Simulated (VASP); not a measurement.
Data:

```xyz
14
Lattice="5.8347 0.0000 0.0000 0.0000 5.8347 0.0000 0.0000 0.0000 8.5103" Properties=species:S:1:pos:R:3 pbc="T T T"
Rb     0.0000     2.9174     2.1276
Rb     0.0000     2.9174     6.3828
Rb     2.9174     0.0000     2.1276
Rb     2.9174     0.0000     6.3828
H      2.9174     2.9174     2.6073
H      2.9174     2.9174     5.9030
H      0.0000     0.0000     6.8625
H      0.0000     0.0000     1.6478
H      1.7518     4.0829     4.2552
H      4.0829     1.7518     4.2552
H      4.6692     4.6692     0.0000
H      1.1656     1.1656     0.0000
Pd     2.9174     2.9174     4.2552
Pd     0.0000     0.0000     0.0000
```

All values below come from r2SCAN meta-GGA, VASP's PBE PAW potentials (set 64) (plane waves; VASP). Settings: LREAL = Auto, 400 eV cut-off, 4×4×3 Γ-centred mesh, Gaussian smearing of 0.050 eV, potentials Rb_sv H Pd.

Problem. What does the run give for the energy per atom (σ→0)?

Solution. 
| Item | Value |
|---|---|
| energy per atom (σ→0) | -9.575 eV/atom |

Only differences to runs with the same potentials and settings are physical.

The structure comes from a computed database's Rb2H4Pd entry (P4_2/mnm); how it stands against other phases isn't given here. It was relaxed first. The start is the result of an earlier pass.
